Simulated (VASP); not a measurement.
VASP input:

File KPOINTS:
```
Automatic mesh
0
Gamma
9 9 9
0 0 0
```

### INCAR
```
SYSTEM = NbRu
PREC = Accurate; ENCUT = 400; LREAL = .False.
LASPH = .True.
EDIFF = 1E-6; NELM = 100; ALGO = Normal
LMAXMIX = 4
ISMEAR = 1; SIGMA = 0.1
GGA = PE
ISIF = 2
LWAVE = .False.; LCHARG = .False.
```

POSCAR:
```
NbRu
3.186490
  1.0000000000   0.0000000000   0.0000000000
  0.0000000000   1.0000000000   0.0000000000
  0.0000000000   0.0000000000   1.0000000000
Nb Ru
1 1
Cart
  0.0000000000   0.0000000000   0.0000000000
  0.5000000000   0.5000000000   0.5000000000
```

POTCAR, in this order: Nb_sv Ru_pv (PBE.64 set). Program: vasp_std.

Question: Write an equivalent input for Quantum ESPRESSO's pw.x.

Answer: One equivalent input (not run):
```
&CONTROL
  calculation = 'scf'
  pseudo_dir = './pseudo'
  outdir = './out'
  tprnfor = .true.
  tstress = .true.
/
&SYSTEM
  ibrav = 0
  nat = 2
  ntyp = 2
  ecutwfc = 84
  occupations = 'smearing'
  smearing = 'methfessel-paxton'
  degauss = 0.00735
  input_dft = 'pbe'
/
&ELECTRONS
  conv_thr = 7.3e-08
  electron_maxstep = 100
/
ATOMIC_SPECIES
  Nb 92.906 Nb.upf
  Ru 101.070 Ru.upf
CELL_PARAMETERS angstrom
     3.1864900    0.0000000    0.0000000
     0.0000000    3.1864900    0.0000000
     0.0000000    0.0000000    3.1864900
ATOMIC_POSITIONS crystal
  Nb   0.0000000  0.0000000  0.0000000
  Ru   0.5000000  0.5000000  0.5000000
K_POINTS automatic
  9 9 9 0 0 0
```
Limits of the translation: the potentials are each code's own (VASP's PAW set, PseudoDojo norm-conserving files in pw.x), so ENCUT and ecutwfc are chosen apart and not converted; conv_thr bounds pw.x's estimated SCF error, while EDIFF bounds the energy change between steps.

The structure comes from a computed database's NbRu entry (Pm-3m); how it stands against other phases isn't given here. The cell was not relaxed at this level.
